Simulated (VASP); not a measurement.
Level of theory: LDA (Ceperley-Alder, Perdew-Zunger), VASP's LDA PAW potentials (set 64) (plane waves; VASP 6.6.1).

Input for VASP

### INCAR
```
IBRION  =  2
LWAVE  =  .False.
ALGO  =  Normal
ISIF  =  3
PSTRESS  =  200   # kbar
EDIFFG  =  -0.02   # ionic stop
LCHARG  =  .False.
NSW  =  40   # most ionic steps
ENCUT  =  500
LASPH  =  .True.
LMAXMIX  =  4   # l cut-off of mixed one-centre charges
SYSTEM  =  MgI2
LREAL  =  .False.   # projection in real space or not
PREC  =  Accurate
ISMEAR  =  0   # Gaussian
NELM  =  100
SIGMA  =  0.05   # width (eV)
EDIFF  =  1E-6   # SCF stop (eV)
```

File KPOINTS:
```
Automatic
0
G
  7 7 4
```

POSCAR:
```
MgI2
1
    1.8221635878    -3.1560779944     0.0000000000
    1.8221635878     3.1560779944     0.0000000000
    0.0000000000    -0.0000000000     5.9109326947
Mg I
1 2
Direct
  0.0000000000   0.0000000000   1.0000000000
  0.3333330000   0.6666670000   0.2778595509
  0.6666670000   0.3333330000   0.7221404491
```

POTCAR, in this order: Mg I (LDA.64 set). Program: vasp_std.

### Question
What will the output report for the number of irreducible k-points (NKPTS), largest plane-wave count, number of space-group operations, FFT grid (NGX, NGY, NGZ)?

### Answer

```
Property                                      Result
--------------------------------------  ------------
number of irreducible k-points (NKPTS)            28
largest plane-wave count                        1762
number of space-group operations                  12
FFT grid (NGX, NGY, NGZ)                28 × 28 × 48
```

The compound is MgI2 in the 1T layered structure. It was relaxed first under an external pressure of 20 GPa.
